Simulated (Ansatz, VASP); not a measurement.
## Two plane-wave programs on YLu2F3

```
Y Lu F
1.0
     3.50528    0.00000    0.00000
     0.00000    3.50528    0.00000
     0.00000    0.00000    9.58518
Y Lu F
1 2 3
Direct
  0.00000 0.00000 0.50000
  0.00000 0.50000 0.16707
  0.50000 0.00000 0.83293
  0.50000 0.50000 0.00000
  0.00000 0.00000 0.00000
  0.50000 0.50000 0.50000
```

Change from the starting cell: species swapped into the Li3MnAs2 type (P-4m2, No. 115).

Alike in both runs: functional PBE; k mesh 6 × 6 × 2; occupations gaussian, width 0.1 eV; no spin polarisation.

Ansatz relaxed the structure, and its values are those at the end. VASP's run is a single point on that final structure, the one shown.

|  | VASP | Ansatz |
| --- | --- | --- |
| version | VASP 6.6.1 | Ansatz 0.2.0 |
| potentials or method | VASP PAW PBE potentials, release 64 (Y_sv, Lu, F) | scalar-relativistic, plane waves, PAW |
| plane-wave cutoff (eV) | 520 | 420 |
| valence electrons in the cell | 82 | 82 |

Ansatz gave:

* gap on the k mesh at the Fermi level (eV): none
* pressure (GPa): -0.1
* rms of the force components (eV/Å): 0.000

Task: Which values does VASP return?

Result: gap on the k mesh at the Fermi level (eV): none; pressure (GPa): 0.0; rms of the force components (eV/Å): 0.023.

A gap of «none» marks a metal or a gap that the smearing closes.

The runs have no spin-orbit coupling, so splittings on Lu are missing.
